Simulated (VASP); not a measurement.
All values below come from PBEsol GGA, VASP's PBE PAW potentials (set 64) (plane waves; VASP).

The input files of a VASP run:

INCAR:
```
! general
SYSTEM  = Ti
PREC    = Accurate
ENCUT   = 480
LREAL   = .FALSE.
LASPH   = .TRUE.

! electronic loop
EDIFF   = 1E-7
NELM    = 100
ALGO    = Normal
LMAXMIX = 4

! smearing
ISMEAR  = 1
SIGMA   = 0.1

! functional
GGA     = PS

! ions
ISIF    = 2

! output
LWAVE   = .FALSE.
LCHARG  = .FALSE.
```

**KPOINTS**
```
kpoints
0
Gamma
  14 14 8
```

POSCAR:
```
Ti
1
    1.4448712376    -2.5025904492     0.0000000000
    1.4448712376     2.5025904492     0.0000000000
   -0.0000000000    -0.0000000000     4.5850019299
Ti
2
Direct
  0.3333330000   0.6666670000   0.2500000000
  0.6666670000   0.3333330000   0.7500000000
```

POTCAR, in this order: Ti_sv (PBE.64 set). Program: vasp_std.

The run wrote:

### OSZICAR
```
       N       E                     dE             d eps       ncg     rms          rms(c)
DAV:   1     0.238712669534E+03    0.23871E+03   -0.13059E+04  3840   0.180E+03
DAV:   2     0.884733081381E+01   -0.22987E+03   -0.22848E+03  3992   0.479E+02
DAV:   3    -0.177660604497E+02   -0.26613E+02   -0.26413E+02  7528   0.134E+02
DAV:   4    -0.188264419998E+02   -0.10604E+01   -0.10603E+01  3968   0.279E+01
DAV:   5    -0.188835481048E+02   -0.57106E-01   -0.57106E-01  6360   0.445E+00    0.130E+01
DAV:   6    -0.166838379021E+02    0.21997E+01   -0.79190E+00  4520   0.334E+01    0.328E+00
DAV:   7    -0.166580846214E+02    0.25753E-01   -0.92172E-01  5784   0.819E+00    0.209E+00
DAV:   8    -0.166874065271E+02   -0.29322E-01   -0.23919E-01  4440   0.662E+00    0.754E-01
DAV:   9    -0.166777297766E+02    0.96768E-02   -0.55975E-02  4600   0.281E+00    0.736E-02
DAV:  10    -0.166780982787E+02   -0.36850E-03   -0.28570E-03  6048   0.425E-01    0.937E-02
DAV:  11    -0.166781356623E+02   -0.37384E-04   -0.21005E-04  4656   0.139E-01    0.312E-02
DAV:  12    -0.166781276108E+02    0.80516E-05   -0.40706E-05  5024   0.580E-02    0.551E-03
DAV:  13    -0.166781278697E+02   -0.25896E-06   -0.10715E-06  5056   0.102E-02    0.715E-04
DAV:  14    -0.166781281021E+02   -0.23236E-06   -0.17062E-07  3360   0.284E-03    0.569E-04
DAV:  15    -0.166781281257E+02   -0.23619E-07   -0.31057E-08  2520   0.163E-03
   1 F= -.16678128E+02 E0= -.16678873E+02  d E =0.223548E-02
```

### OUTCAR
```
------------------------ aborting loop because EDIFF is reached ----------------------------------------
  FORCE on cell =-STRESS in cart. coord.  units (eV):
  Direction    XX          YY          ZZ          XY          YZ          ZX
  --------------------------------------------------------------------------------------
  Total        0.1478289      0.1478289      0.0913224      0.0000000      0.0000000      0.0000000
  in kB        7.1430131      7.1430134      4.4126507      0.0000000      0.0000000      0.0000000
  external PRESSURE =       6.2328924 kB  Pullay stress =       0.0000000 kB
  volume of cell :       33.16
      direct lattice vectors                 reciprocal lattice vectors
     1.444871238 -2.502590449  0.000000000     0.346051598 -0.199792979  0.000000000
     1.444871238  2.502590449  0.000000000     0.346051598  0.199792979  0.000000000
     0.000000000  0.000000000  4.585001930     0.000000000  0.000000000  0.218102416
 POSITION                                       TOTAL-FORCE (eV/Angst)
 -----------------------------------------------------------------------------------
      1.44487      0.83420      1.14625         0.000000      0.000000      0.000000
      1.44487     -0.83420      3.43875        -0.000000     -0.000000      0.000000
 -----------------------------------------------------------------------------------
    total drift:                               -0.000000      0.001052     -0.000021
  FREE ENERGIE OF THE ION-ELECTRON SYSTEM (eV)
  ---------------------------------------------------
  free  energy   TOTEN  =       -16.6781281257 eV

  energy  without entropy=      -16.6803636098  energy(sigma->0) =      -16.67887329
```
(Selected blocks of OUTCAR.)

**OUTCAR**
```
 val. band max:        8.7006682832   @ k =   0.2143   0.2143   0.5000

 cond. band min:       8.7376314595   @ k =   0.3571   0.2857   0.2500


 Fermi energy:         8.7148868254

 k-point     1 :       0.0000    0.0000    0.0000
  band No.  band energies     occupation
      1     -47.8491      2.00000
      2     -47.6816      2.00000
      3     -24.6002      2.00000
      4     -23.8434      2.00000
      5     -23.8434      2.00000
      6     -23.7689      2.00000
      7     -23.7271      2.00000
      8     -23.7271      2.00000
      9       2.3901      2.00000
     10       5.8940      2.00000
     11       9.5057     -0.00000
     12       9.5058     -0.00000
     13       9.6041     -0.00000
     14       9.6166     -0.00000
     15      10.0383     -0.00000
     16      10.0383     -0.00000

 k-point     2 :       0.0714    0.0000    0.0000
  band No.  band energies     occupation
      1     -47.8429      2.00000
      2     -47.6792      2.00000
      3     -24.5870      2.00000
      4     -23.8708      2.00000
      5     -23.8525      2.00000
      6     -23.7744      2.00000
      7     -23.7557      2.00000
      8     -23.7306      2.00000
      9       2.5406      2.00000
     10       6.0139      2.00000
     11       9.2207     -0.00000
     12       9.2983     -0.00000
     13       9.6140     -0.00000
     14       9.8359     -0.00000
     15       9.9641     -0.00000
     16      10.1348     -0.00000

 k-point     3 :       0.1429    0.0000    0.0000
  band No.  band energies     occupation
      1     -47.8252      2.00000
      2     -47.6724      2.00000
      3     -24.5488      2.00000
      4     -23.9480      2.00000
      5     -23.8774      2.00000
      6     -23.8344      2.00000
      7     -23.7910      2.00000
      8     -23.7410      2.00000
      9       2.9771      2.00000
     10       6.3376      2.00000
     11       8.6710      1.66922
     12       8.8091     -0.03611
     13       9.7307     -0.00000
...
```

The compound is Ti in the hcp structure. It was relaxed first, which changed the volume by -6 %.
